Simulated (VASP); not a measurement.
Output of a VASP run:

File OSZICAR:
```
       N       E                     dE             d eps       ncg     rms          rms(c)
DAV:   1     0.362087861709E+03    0.36209E+03   -0.18409E+04   520   0.153E+03
DAV:   2     0.409303252984E+02   -0.32116E+03   -0.31446E+03   602   0.302E+02
DAV:   3    -0.181258023890E+01   -0.42743E+02   -0.42474E+02   630   0.124E+02
DAV:   4    -0.360940932361E+01   -0.17968E+01   -0.17921E+01   622   0.290E+01
DAV:   5    -0.366827629803E+01   -0.58867E-01   -0.58834E-01   824   0.510E+00    0.394E+00
DAV:   6    -0.340318824912E+01    0.26509E+00   -0.48136E-01   640   0.372E+00    0.255E+00
DAV:   7    -0.337421023387E+01    0.28978E-01   -0.29888E-01   682   0.227E+00    0.921E-01
DAV:   8    -0.337644826443E+01   -0.22380E-02   -0.37196E-02   594   0.146E+00    0.248E-01
DAV:   9    -0.337615909482E+01    0.28917E-03   -0.34493E-03   656   0.444E-01    0.915E-02
DAV:  10    -0.337626666316E+01   -0.10757E-03   -0.46518E-04   638   0.112E-01    0.468E-02
DAV:  11    -0.337627976222E+01   -0.13099E-04   -0.14478E-04   724   0.853E-02    0.251E-02
DAV:  12    -0.337628002258E+01   -0.26036E-06   -0.17006E-05   636   0.272E-02    0.184E-02
DAV:  13    -0.337627927527E+01    0.74731E-06   -0.66036E-07   694   0.664E-03    0.940E-03
DAV:  14    -0.337627875153E+01    0.52374E-06   -0.12236E-06   680   0.846E-03    0.244E-03
DAV:  15    -0.337627868333E+01    0.68202E-07   -0.15230E-07   446   0.245E-03
   1 F= -.33762787E+01 E0= -.33762787E+01  d E =0.000000E+00
```

### OUTCAR
```
------------------------ aborting loop because EDIFF is reached ----------------------------------------
  FORCE on cell =-STRESS in cart. coord.  units (eV):
  Direction    XX          YY          ZZ          XY          YZ          ZX
  --------------------------------------------------------------------------------------
  Total       -0.0202828     -0.0202828     -0.0202828     -0.0000000      0.0000000     -0.0000000
  in kB       -0.1358124     -0.1358124     -0.1358124     -0.0000000      0.0000000     -0.0000000
  external PRESSURE =      -0.1358124 kB  Pullay stress =       0.0000000 kB
  volume of cell :      239.28
      direct lattice vectors                 reciprocal lattice vectors
     6.208212964  0.000000000  0.000000000     0.161076949  0.000000000  0.000000000
     0.000000000  6.208212964  0.000000000     0.000000000  0.161076949  0.000000000
     0.000000000  0.000000000  6.208212964     0.000000000  0.000000000  0.161076949
 POSITION                                       TOTAL-FORCE (eV/Angst)
 -----------------------------------------------------------------------------------
      0.00000      0.00000      0.00000         0.000000      0.000000      0.000000
      3.10411      3.10411      3.10411         0.000000      0.000000      0.000000
      3.10411      0.00000      3.10411         0.000000      0.000000      0.000000
      0.00000      3.10411      3.10411         0.000000      0.000000      0.000000
      3.10411      3.10411      0.00000         0.000000      0.000000      0.000000
 -----------------------------------------------------------------------------------
    total drift:                                0.000000     -0.000000     -0.000000
  FREE ENERGIE OF THE ION-ELECTRON SYSTEM (eV)
  ---------------------------------------------------
  free  energy   TOTEN  =        -3.3762786833 eV

  energy  without entropy=       -3.3762786833  energy(sigma->0) =       -3.37627868

 total charge

# of ion       s       p       d       tot
------------------------------------------
    1        1.823   4.679   0.013   6.515
    2        1.417   0.624   9.994  12.035
    3        1.512   2.781   0.011   4.304
    4        1.512   2.781   0.011   4.304
    5        1.512   2.781   0.011   4.304
--------------------------------------------------
tot          7.778  13.645  10.038  31.461

 Electric field gradients after diagonalization (V/A^2)
 (convention: |V_zz| > |V_xx| > |V_yy|)
----------------------------------------------------------------------
 ion       V_xx      V_yy      V_zz     asymmetry (V_yy - V_xx)/ V_zz
----------------------------------------------------------------------
   1       0.000     0.000     0.000      -0.224
   2      -0.000    -0.000    -0.000      -0.719
   3    -172.583  -172.583   345.166       0.000
   4    -172.583  -172.583   345.166       0.000
   5    -172.583  -172.583   345.166       0.000
```
(Selected blocks of OUTCAR.)

### POSCAR
```
CsSnI3
1
    6.2082129639     0.0000000000     0.0000000000
    0.0000000000     6.2082129639     0.0000000000
    0.0000000000     0.0000000000     6.2082129639
Cs Sn I
1 1 3
Direct
  0.0000000000   0.0000000000   0.0000000000
  0.5000000000   0.5000000000   0.5000000000
  0.5000000000   0.0000000000   0.5000000000
  0.0000000000   0.5000000000   0.5000000000
  0.5000000000   0.5000000000   0.0000000000
```

**Question.** Write an INCAR and KPOINTS that could have produced this output.

**Answer.** One answer among several that fit: the input of the run itself, rev-vdW-DF2, plane waves, VASP's PBE PAW potentials (set 64).

### INCAR
```
AGGAC  =  0.0
ALGO  =  Normal
EDIFF  =  1E-7
ENCUT  =  520
GGA  =  MK
ISIF  =  2
ISMEAR  =  -5
LASPH  =  .TRUE.
LCHARG  =  .TRUE.
LEFG  =  .TRUE.
LMAXMIX  =  4
LORBIT  =  11
LREAL  =  .FALSE.
LUSE_VDW  =  .TRUE.
LWAVE  =  .FALSE.
NEDOS  =  601
NELM  =  100
PARAM1  =  0.1234568
PARAM2  =  0.7114
PREC  =  Accurate
SYSTEM  =  CsSnI3
ZAB_VDW  =  -1.8867
```

File KPOINTS:
```
K-points
0
gamma
  4 4 4
```

POTCAR, in this order: Cs_sv Sn_d I (PBE.64 set). Program: vasp_std.

The compound is CsSnI3 in the cubic perovskite structure, the ideal cubic form; the compound distorts at low or room temperature. It was relaxed first.
